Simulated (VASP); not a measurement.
```
Nb
1.0
   -1.63358     1.63358     1.63358
    1.63358    -1.63358     1.63358
    1.63358     1.63358    -1.63358
Nb
1
Direct
  0.00000   0.00000   0.00000
```

Computed with AM05 GGA, VASP's PBE PAW potentials (set 64) (plane waves; VASP). Settings: 520 eV cut-off, 17×17×17 Γ-centred mesh, tetrahedra with Blöchl corrections, potentials Nb_sv.

Task: Estimate the energy per atom (σ→0), band gap (on the k-mesh) with the smallest direct gap where there is one.

Result: 
band gap (on the k-mesh): none (metal, semimetal or under 0.01 eV)
energy per atom (σ→0): -10.711 eV/atom

Total energies compare only between runs with the same potentials, cut-off and functional.

The compound is Nb in the bcc structure. It was relaxed first.
